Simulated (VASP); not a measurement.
The system is BrH, in a box.

```xyz
2
Lattice="11.7016 0.0000 0.0000 0.0000 12.2016 0.0000 0.0000 0.0000 12.7016" Properties=species:S:1:pos:R:3 pbc="T T T"
Br    6.1642    6.3296    5.7500
H     5.5236    5.9641    6.9780
```

Base run:

* Program: VASP 6.6.1
* Functional: optB86b-vdW
* Potentials or basis: VASP PAW PBE potentials, release 64 (Br, H)
* Cutoff: 400 eV
* k mesh: 1 × 1 × 1
* Occupations: gaussian, width 0.01 eV
* Spin: no spin polarisation

Its results: gap between the frontier levels 5.76 eV.

Q: The run is repeated on the same cell with these changes: functional from optB86b-vdW to PBE. What comes out?

A: Gap between the frontier levels 5.90 eV.

A k mesh can miss the band edges.

Not every run made on this cell is shown here.
